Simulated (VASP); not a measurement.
Data:

```
CELL_PARAMETERS angstrom
      0.00000     3.21402     3.21402
      3.21402     0.00000     3.21402
      3.21402     3.21402     0.00000
ATOMIC_POSITIONS crystal
  In 0.00000 0.00000 0.00000
  Sb 0.25000 0.25000 0.25000
```

Method: HSEsol screened hybrid, VASP's PBE PAW potentials (set 64) (plane waves; VASP). Settings: 520 eV cut-off, 6×6×6 Γ-centred mesh, Gaussian smearing of 0.050 eV, potentials In_d Sb.

Unless said otherwise, spin-orbit coupling is left out, though it shifts the bands of the heavy elements here.

Problem. Estimate the energy per atom (σ→0), band gap (on the k-mesh) with the smallest direct gap where there is one.

Solution. 
The band gap (on the k-mesh) is 0.59 eV and the smallest direct gap (on the k-mesh) is 0.59 eV. The energy per atom (σ→0) is -4.502 eV/atom.

Only differences to runs with the same potentials and settings are physical.

The compound is InSb in the zinc blende structure. This cell is one point of a volume scan, at 0.91 of the reference volume. The cell's shape comes from a PBE relaxation.
